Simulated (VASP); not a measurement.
Input:

```yaml
crystal:
  lattice:
    - [3.31191, 0.00000, 0.00000]
    - [0.00000, 3.31191, 0.00000]
    - [0.00000, 0.00000, 3.31191]
  atoms:
    - { symbol: Eu, position: [0.00000, 0.00000, 0.00000] }
```

These are PBEsol GGA, VASP's PBE PAW potentials (set 64) (plane waves; VASP) values and carry that method's errors. Numerical set-up: 400 eV cut-off, Gaussian smearing of 0.050 eV, potentials Eu_2.

The 4f electrons are frozen in the core of the lanthanide potential, so 4f levels, which can set the real gap, and their magnetism are missing.

**Question.** Give the energies of bands 4 to 7 at the high-symmetry points, in eV from the Fermi level.

**Answer.** 
| band | Γ | X | M | R |
|---|---|---|---|---|
| 4 | -3.72 | -0.94 | -1.42 | 0.02 |
| 5 | 0.22 | 1.08 | 1.16 | 0.02 |
| 6 | 0.22 | 1.16 | 4.71 | 0.02 |
| 7 | 7.29 | 3.96 | 4.71 | 5.43 |

It has no gap at this level: it comes out as a metal or semimetal.

The structure was generated: Eu was put into the simple-cubic type (Pm-3m), which need not be its known phase. It was relaxed first, which changed the volume by -34 %.
